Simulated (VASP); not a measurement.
Consider the following.

```xyz
2
Lattice="2.9170 0.0000 0.0000 0.0000 2.9170 0.0000 0.0000 0.0000 2.9170" Properties=species:S:1:pos:R:3 pbc="T T T"
Na     0.0000     0.0000     0.0000
H      1.4585     1.4585     1.4585
```

Calculation: PBEsol GGA, VASP's PBE PAW potentials (set 64) (plane waves; VASP). Run with 400 eV cut-off, 10×10×10 Γ-centred mesh, tetrahedra with Blöchl corrections, potentials Na_pv H.

Predict the energy per atom (σ→0), band gap (on the k-mesh) with the smallest direct gap where there is one.

band gap (on the k-mesh): 0.79 eV
smallest direct gap (on the k-mesh): 4.42 eV
energy per atom (σ→0): -2.393 eV/atom

The structure was generated: NaH was put into the CsCl type type (Pm-3m), which need not be its known phase. It was relaxed first, which changed the volume by +48 %.
